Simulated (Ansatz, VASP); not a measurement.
# Two plane-wave programs on Ir3C4

The input INCAR:

```
ALGO = Normal ; EDIFF = 1E-6
ENCUT = 520 ; GGA = PE
ISIF = 2 ; ISMEAR = 0
LASPH = True ; LCHARG = False
LREAL = False ; LWAVE = False
NBANDS = 30 ; NELM = 80
PREC = Accurate ; SIGMA = 0.1
```

The input KPOINTS:

```
k-points
0
Gamma
  4 4 4
```

File POSCAR:

```
Ir3C4
1.0
    4.2361556200      0.0000000000      0.0000000000
    0.0000000000      4.2361556200      0.0000000000
    0.0000000000      0.0000000000      4.2361556200
Ir C
3 4
Direct
    0.5000000000      0.5000000000      0.0000000000
    0.0000000000      0.5000000000      0.5000000000
    0.5000000000      0.0000000000      0.5000000000
    0.5000000000      0.5000000000      0.5000000000
    0.5000000000      0.0000000000      0.0000000000
    0.0000000000      0.5000000000      0.0000000000
    0.0000000000      0.0000000000      0.5000000000
```

Input for Ansatz:

```yaml
crystal:
  lattice:
    - [4.23615562, 0.0, 0.0]
    - [0.0, 4.23615562, 0.0]
    - [0.0, 0.0, 4.23615562]
  atoms:
    - { symbol: Ir, position: [0.5, 0.5, 0.0] }
    - { symbol: Ir, position: [0.0, 0.5, 0.5] }
    - { symbol: Ir, position: [0.5, 0.0, 0.5] }
    - { symbol: C, position: [0.5, 0.5, 0.5] }
    - { symbol: C, position: [0.5, 0.0, 0.0] }
    - { symbol: C, position: [0.0, 0.5, 0.0] }
    - { symbol: C, position: [0.0, 0.0, 0.5] }
basis:
  ecutwfc: 420
kpoints:
  mp_grid: { grid: [4, 4, 4] }
hamiltonian:
  xc: pbe
scf:
  occupations: { method: gaussian, width: 0.1 }
  lower_state_search: "off"
output:
  forces: true
  stress: true
  eigenvalues: true
```

Change from the starting cell: species swapped into the W3N4 type (Pm-3m, No. 221).

Alike in both runs: task single point; functional PBE; k mesh 4 × 4 × 4; occupations gaussian, width 0.1 eV; no spin polarisation.

|  | VASP | Ansatz |
| --- | --- | --- |
| version | VASP 6.6.1 | Ansatz 0.2.0 |
| potentials or method | VASP PAW PBE potentials, release 64 (Ir, C) | scalar-relativistic, plane waves, PAW |
| plane-wave cutoff (eV) | 520 | 420 |
| valence electrons in the cell | 43 | 67 |

|  | VASP | Ansatz | Ansatz less VASP |
| --- | --- | --- | --- |
| gap on the k mesh at the Fermi level (eV) | none | none | - |
| pressure (GPa) | 9.9 | 7.9 | -1.96 |

A gap of «none» marks a metal or a gap that the smearing closes. The two sets of potentials don't hold the same shells in valence.

Caveats: the k mesh is coarse (spacing up to 0.37 Å⁻¹), so the values aren't converged. Spin-orbit coupling is left out, which matters for the levels of Ir.
